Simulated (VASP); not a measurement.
Method: vdW-DF2, VASP's PBE PAW potentials (set 64) (plane waves; VASP).

A VASP calculation is set up with these files.

### KPOINTS
```
Automatic mesh
0
Gamma
14 14 14
0 0 0
```

POSCAR:
```
Na
1
   -2.0677475702     2.0677475702     2.0677475702
    2.0677475702    -2.0677475702     2.0677475702
    2.0677475702     2.0677475702    -2.0677475702
Na
1
Direct
  0.0000000000   0.0000000000   0.0000000000
```

INCAR:
```
EDIFF  =  1E-7   ! SCF stop (eV)
PREC  =  Accurate
ALGO  =  Normal   ! blocked Davidson
NELM  =  100   ! most electronic steps
LORBIT  =  11
ZAB_VDW  =  -1.8867
ISIF  =  2
LUSE_VDW  =  .TRUE.
LREAL  =  .FALSE.   ! projection in real space or not
LCHARG  =  .TRUE.
ISMEAR  =  -5   ! tetrahedra, Bloechl
GGA  =  ML
LWAVE  =  .FALSE.
LASPH  =  .TRUE.
SYSTEM  =  Na
AGGAC  =  0.0
NEDOS  =  601
ENCUT  =  520   ! plane-wave cut-off (eV)
```

POTCAR, in this order: Na_pv (PBE.64 set). Program: vasp_std.

Output

File OSZICAR:
```
       N       E                     dE             d eps       ncg     rms          rms(c)
DAV:   1     0.222789236614E+02    0.22279E+02   -0.40463E+03  1456   0.856E+02
DAV:   2     0.116048160881E+01   -0.21118E+02   -0.21112E+02  1547   0.138E+02
DAV:   3     0.777453393882E+00   -0.38303E+00   -0.38301E+00  1890   0.266E+01
DAV:   4     0.774251546026E+00   -0.32018E-02   -0.32018E-02  1827   0.219E+00
DAV:   5     0.774208931130E+00   -0.42615E-04   -0.42612E-04  1827   0.205E-01    0.145E-01
DAV:   6     0.774236753586E+00    0.27822E-04   -0.75825E-04  1568   0.274E-01    0.955E-02
DAV:   7     0.773963028454E+00   -0.27373E-03   -0.21193E-03  1470   0.399E-01    0.161E-02
DAV:   8     0.773892657022E+00   -0.70371E-04   -0.13657E-04  1757   0.152E-01    0.445E-03
DAV:   9     0.773885849665E+00   -0.68074E-05   -0.98073E-06  1554   0.364E-02    0.223E-03
DAV:  10     0.773884547654E+00   -0.13020E-05   -0.44522E-06  1519   0.249E-02    0.299E-04
DAV:  11     0.773884532147E+00   -0.15507E-07   -0.22946E-07  1736   0.428E-03
   1 F= 0.77388453E+00 E0= 0.77388453E+00  d E =0.000000E+00
```

**OUTCAR**
```
------------------------ aborting loop because EDIFF is reached ----------------------------------------
  FORCE on cell =-STRESS in cart. coord.  units (eV):
  Direction    XX          YY          ZZ          XY          YZ          ZX
  --------------------------------------------------------------------------------------
  Total        0.0044175      0.0044175      0.0044175      0.0000000      0.0000000     -0.0000000
  in kB        0.2001387      0.2001387      0.2001387      0.0000000      0.0000000     -0.0000000
  external PRESSURE =       0.2001387 kB  Pullay stress =       0.0000000 kB
  volume of cell :       35.36
      direct lattice vectors                 reciprocal lattice vectors
    -2.067747570  2.067747570  2.067747570     0.000000000  0.241809013  0.241809013
     2.067747570 -2.067747570  2.067747570     0.241809013  0.000000000  0.241809013
     2.067747570  2.067747570 -2.067747570     0.241809013  0.241809013  0.000000000
 POSITION                                       TOTAL-FORCE (eV/Angst)
 -----------------------------------------------------------------------------------
      0.00000      0.00000      0.00000        -0.000000     -0.000000     -0.000000
 -----------------------------------------------------------------------------------
    total drift:                               -0.000000      0.000000      0.000000
  FREE ENERGIE OF THE ION-ELECTRON SYSTEM (eV)
  ---------------------------------------------------
  free  energy   TOTEN  =         0.7738845321 eV

  energy  without entropy=        0.7738845321  energy(sigma->0) =        0.77388453

 total charge

# of ion       s       p       d       tot
------------------------------------------
    1        0.115   5.960   0.000   6.075
```
(Selected blocks of OUTCAR.)

**OUTCAR**
```
 val. band max:        0.3237393058   @ k =  -0.3571   0.4286   0.1429

 cond. band min:       0.4099676830   @ k =   0.3571   0.0714   0.0714


 Fermi energy:         0.4190405009

 k-point     1 :       0.0000    0.0000    0.0000
  band No.  band energies     occupation
      1     -25.0315      2.00000
      2     -25.0315      2.00000
      3     -25.0315      2.00000
      4      -3.0202      2.00000
      5      12.3728      0.00000
      6      12.3728      0.00000
      7      12.3729      0.00000

 k-point     2 :       0.0714    0.0000    0.0000
  band No.  band energies     occupation
      1     -25.0335      2.00000
      2     -25.0322      2.00000
      3     -25.0315      2.00000
      4      -2.9269      2.00000
      5      11.1966      0.00000
      6      11.8323      0.00000
      7      11.9688      0.00000

 k-point     3 :       0.1429    0.0000    0.0000
  band No.  band energies     occupation
      1     -25.0392      2.00000
      2     -25.0341      2.00000
      3     -25.0315      2.00000
      4      -2.6483      2.00000
      5       9.2887      0.00000
      6      10.9875      0.00000
      7      11.3132      0.00000

 k-point     4 :       0.2143    0.0000    0.0000
  band No.  band energies     occupation
      1     -25.0475      2.00000
      2     -25.0369      2.00000
      3     -25.0314      2.00000
      4      -2.1872      2.00000
      5       7.4392      0.00000
      6      10.2339      0.00000
      7      10.7247      0.00000

 k-point     5 :       0.2857    0.0000    0.0000
  band No.  band energies     occupation
      1     -25.0566      2.00000
      2     -25.0399      2.00000
      3     -25.0314      2.00000
      4      -1.5484      2.00000
      5       5.7142      0.00000
      6       9.6325      0.00000
      7      10.2568      0.00000

 k-point     6 :       0.3571    0.0000    0.0000
  band No.  band energies     occupation
      1     -25.0648      2.00000
...
```

For a metal the tetrahedron method with Blöchl corrections gives inexact stress and forces.

The compound is Na in the bcc structure. It was relaxed first, which changed the volume by -9 %.
